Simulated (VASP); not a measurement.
An input for Ansatz (written as the equivalent of a VASP run, and not itself run):

Ansatz 0.2 input:
```yaml
crystal:
  lattice:
    - [0.0000000, 3.2891269, 3.2727631]
    - [3.2891269, 0.0000000, 3.2727631]
    - [3.2891269, 3.2891269, 0.0000000]
  atoms:
    - { symbol: Cd, position: [0.0000000, 0.0000000, 0.0000000] }
    - { symbol: Te, position: [0.2500000, 0.2500000, 0.2500000] }
kpoints:
  mp_grid: { grid: [6, 6, 6] }
hamiltonian:
  xc: r2scan
  pseudopotentials: { kind: paw }
scf:
  occupations: { method: gaussian, width: 0.05 }
  max_iter: 100
relax:
  max_steps: 30
  f_tol: 0.01
output: { forces: true, stress: true, eigenvalues: true }
```

Question: Translate this input to VASP (INCAR, KPOINTS, POSCAR, choice of POTCAR).

Answer: One answer among several that fit: 
### INCAR
```
SYSTEM  =  CdTe
PREC  =  Accurate; ENCUT  =  480; LREAL  =  .FALSE.
LASPH  =  .TRUE.
EDIFF  =  1E-7; NELM  =  100; ALGO  =  Normal
LMAXMIX  =  4; LMIXTAU  =  .TRUE.
ISMEAR  =  0; SIGMA  =  0.05
METAGGA  =  R2SCAN
IBRION  =  2; NSW  =  30; ISIF  =  2
EDIFFG  =  -0.01
LWAVE  =  .FALSE.; LCHARG  =  .FALSE.
```

File KPOINTS:
```
Automatic mesh
0
Gamma
6 6 6
0 0 0
```

### POSCAR
```
CdTe
1
    0.0000000000     3.2891269217     3.2727631062
    3.2891269217     0.0000000000     3.2727631062
    3.2891269217     3.2891269217     0.0000000000
Cd Te
1 1
Direct
  0.0000000000   0.0000000000   0.0000000000
  0.2500000000   0.2500000000   0.2500000000
```

POTCAR, in this order: Cd Te (PBE.64 set). Program: vasp_std.

The two are equivalent in intent, not identical: each code has its own PAW files, so the cut-off isn't converted (ENCUT is set for VASP's; basis.ecutwfc is left out, and Ansatz then takes the one that its files recommend); Ansatz stops its SCF on the density residual and VASP on the energy change (EDIFF).

The compound is CdTe in the zinc blende structure. This cell was strained or had an atom moved on purpose.
